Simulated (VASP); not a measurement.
Data:

```
CaSe
1.0
    0.00000     2.77520     2.77520
    2.77520     0.00000     2.77520
    2.77520     2.77520     0.00000
Ca Se
1 1
Cartesian
  0.00000   0.00000   0.00000
  2.77520   2.77520   2.77520
```

Level of theory: LDA (Ceperley-Alder, Perdew-Zunger), VASP's LDA PAW potentials (set 64) (plane waves; VASP). Numerical set-up: 500 eV cut-off, 8×8×8 Γ-centred mesh, Gaussian smearing of 0.050 eV, potentials Ca_sv Se.

Estimate the energy per atom (σ→0), pressure, band gap (on the k-mesh) with the smallest direct gap where there is one.

| Quantity | Value |
|---|---|
| band gap (on the k-mesh) | 1.27 eV |
| smallest direct gap (on the k-mesh) | 2.39 eV |
| energy per atom (σ→0) | -5.207 eV/atom |
| pressure | 9.96 GPa |

Total energies compare only between runs with the same potentials, cut-off and functional.

The compound is CaSe in the rock salt structure. It was relaxed first under an external pressure of 10 GPa.
